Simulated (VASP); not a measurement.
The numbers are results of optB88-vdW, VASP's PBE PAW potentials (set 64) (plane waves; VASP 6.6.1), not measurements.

The input files of a VASP run:

**KPOINTS**
```
Automatic mesh
0
gamma
  10 10 10
```

**INCAR**
```
SYSTEM = Ni3Al
PREC = Accurate; ENCUT = 520; LREAL = .FALSE.
LASPH = .TRUE.
EDIFF = 1E-7; NELM = 100; ALGO = Normal
LMAXMIX = 4
ISMEAR = -5
GGA = BO; LUSE_VDW = .TRUE.; AGGAC = 0.0
PARAM1 = 0.1833333333; PARAM2 = 0.22
ISIF = 2
LWAVE = .FALSE.; LCHARG = .TRUE.; LORBIT = 11
NEDOS = 601
LEFG = .TRUE.
```

### POSCAR
```
Ni3Al
1
    3.5581911387     0.0000000000     0.0000000000
    0.0000000000     3.5581911387     0.0000000000
    0.0000000000     0.0000000000     3.5581911387
Al Ni
1 3
Direct
  0.0000000000   0.0000000000   0.0000000000
  0.0000000000   0.5000000000   0.5000000000
  0.5000000000   0.0000000000   0.5000000000
  0.5000000000   0.5000000000   0.0000000000
```

POTCAR, in this order: Al Ni (PBE.64 set). Program: vasp_std.

### Question
Predict the energy per atom (σ→0), band gap (on the k-mesh).

### Answer

| Quantity | Result |
|---|---|
| energy per atom (σ→0) | -2999 meV/atom |
| band gap (on the k-mesh) | none (metal, semimetal or under 0.01 eV) |

### OSZICAR
```
...
DAV:   8    -0.120185989121E+02    0.20641E-01   -0.40545E-01  2392   0.530E+00    0.139E+00
DAV:   9    -0.119966076411E+02    0.21991E-01   -0.44203E-02  2936   0.308E+00    0.182E-01
DAV:  10    -0.119959637938E+02    0.64385E-03   -0.15724E-03  2420   0.487E-01    0.106E-01
DAV:  11    -0.119959042757E+02    0.59518E-04   -0.34671E-04  3000   0.259E-01    0.426E-02
DAV:  12    -0.119958992638E+02    0.50119E-05   -0.32239E-05  2676   0.844E-02    0.123E-02
DAV:  13    -0.119959006923E+02   -0.14285E-05   -0.34097E-06  2532   0.145E-02    0.442E-03
DAV:  14    -0.119959007626E+02   -0.70302E-07   -0.14938E-07  1812   0.395E-03
   1 F= -.11995901E+02 E0= -.11995901E+02  d E =0.000000E+00
```

The compound is Ni3Al in the L1_2 structure. It was relaxed first. The run is not spin-polarised, so no magnetic state was tried. The electron count is odd and the run is not spin-polarised, which forces a metal.
